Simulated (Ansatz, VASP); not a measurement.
One calculation of SrTaN2, two programs

```
Sr Ta N
1.0
     3.21532    0.00000    0.00000
    -1.60766    2.78455    0.00000
     0.00000    0.00000   11.74240
Sr Ta N
2 2 4
Direct
  0.33333 0.66667 0.75000
  0.66667 0.33333 0.25000
  0.00000 0.00000 0.50000
  0.00000 0.00000 0.00000
  0.33333 0.66667 0.40281
  0.66667 0.33333 0.90281
  0.66667 0.33333 0.59719
  0.33333 0.66667 0.09719
```

Alike in both runs: functional r2SCAN; k mesh 6 × 6 × 2; occupations gaussian, width 0.1 eV; no spin polarisation.

Ansatz relaxed the structure, and its values are those at the end. VASP's run is a single point on that final structure, the one shown.

|  | VASP | Ansatz |
| --- | --- | --- |
| version | VASP 6.6.1 | Ansatz 0.2.0 |
| potentials or method | VASP PAW PBE potentials, release 64 (Sr_sv, Ta_pv, N) | scalar-relativistic, plane waves, PAW |
| plane-wave cutoff (eV) | 520 | 500 |
| valence electrons in the cell | 62 | 66 |

|  | VASP | Ansatz | Ansatz less VASP |
| --- | --- | --- | --- |
| gap on the k mesh at the Fermi level (eV) | none | none | - |
| pressure (GPa) | 1.0 | -0.1 | -1.09 |
| rms of the force components (eV/Å) | 0.013 | 0.010 | -0.0039 |

A gap of «none» marks a metal or a gap that the smearing closes. With one functional, cell and mesh, what is left measures potentials, basis and numerics. The two sets of potentials don't hold the same shells in valence.

Caveats: the k mesh is coarse (spacing up to 0.38 Å⁻¹), so the values aren't converged; the PAW data sets were made with another functional, which shifts forces and pressure a little (VASP). Spin-orbit coupling is left out, which matters for the levels of Ta.
